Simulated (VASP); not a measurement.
Write the native input for VASP 6.6.1 that does the following.

```
Task                   : band structure
Functional             : PBE
Potentials or basis    : VASP PAW PBE potentials, release 64 (Al, N)
Cutoff                 : 520 eV
k mesh                 : 12 × 12 × 12
Occupations            : gaussian, width 0.02 eV
Spin                   : no spin polarisation
Further INCAR settings : ALGO = Fast; EDIFF = 1e-07; AMIX = 0.2
```

The structure of AlN lies in POSCAR:

```
AlN                                     
1.0
    0.0000000000      2.2005750949      2.2005750949
    2.2005750949      0.0000000000      2.2005750949
    2.2005750949      2.2005750949      0.0000000000
  Al              N             
     1     1
Direct
     0.0000000000000000    0.0000000000000000    0.0000000000000000
     0.7500000000000000    0.7500000000000000    0.7500000000000000
```

Measurements of this composition are mostly on another form, of space group No. 186.

The input as run:

INCAR

```
SYSTEM = AlN
  PREC = Accurate
  ENCUT = 520
  EDIFF = 1E-7
  ISMEAR = 0
  SIGMA = 0.02
  LREAL = .FALSE.
  LASPH = .TRUE.
  NELM = 100
  ALGO = Fast
  ISIF = 2
  LWAVE = .FALSE.
  LCHARG = .FALSE.
  GGA = PE
  AMIX = 0.2
```

KPOINTS

```
regular mesh
0
G
  12 12 12
  0 0 0
```

KPOINTS_OPT

```
path GXWKGLUWLK,UX
15
line-mode
reciprocal
 0.0000000000  0.0000000000  0.0000000000  G
 0.5000000000  0.0000000000  0.5000000000  X

 0.5000000000  0.0000000000  0.5000000000  X
 0.5000000000  0.2500000000  0.7500000000  W

 0.5000000000  0.2500000000  0.7500000000  W
 0.3750000000  0.3750000000  0.7500000000  K

 0.3750000000  0.3750000000  0.7500000000  K
 0.0000000000  0.0000000000  0.0000000000  G

 0.0000000000  0.0000000000  0.0000000000  G
 0.5000000000  0.5000000000  0.5000000000  L

 0.5000000000  0.5000000000  0.5000000000  L
 0.6250000000  0.2500000000  0.6250000000  U

 0.6250000000  0.2500000000  0.6250000000  U
 0.5000000000  0.2500000000  0.7500000000  W

 0.5000000000  0.2500000000  0.7500000000  W
 0.5000000000  0.5000000000  0.5000000000  L

 0.5000000000  0.5000000000  0.5000000000  L
 0.3750000000  0.3750000000  0.7500000000  K

 0.6250000000  0.2500000000  0.6250000000  U
 0.5000000000  0.0000000000  0.5000000000  X
```

Potentials or basis: VASP PAW PBE potentials, release 64 (Al, N).

Launch:

```sh
$ cat potpaw_PBE.64/Al/POTCAR potpaw_PBE.64/N/POTCAR > POTCAR
$ mpirun -np 1 vasp_std > vasp.out
```

It gave:

```json
{
 "Pressure": "0.0 GPa",
 "Band gap on the k mesh": "3.31 eV, indirect (least direct gap 4.00 eV)",
 "Band gap along the path": "3.31 eV, indirect (least direct gap 4.00 eV)"
}
```

Run time: 11 s on 1 thread of Intel(R) Xeon(R) Platinum 8488C (Sapphire Rapids), on a shared host, peak memory 0.14 GiB.
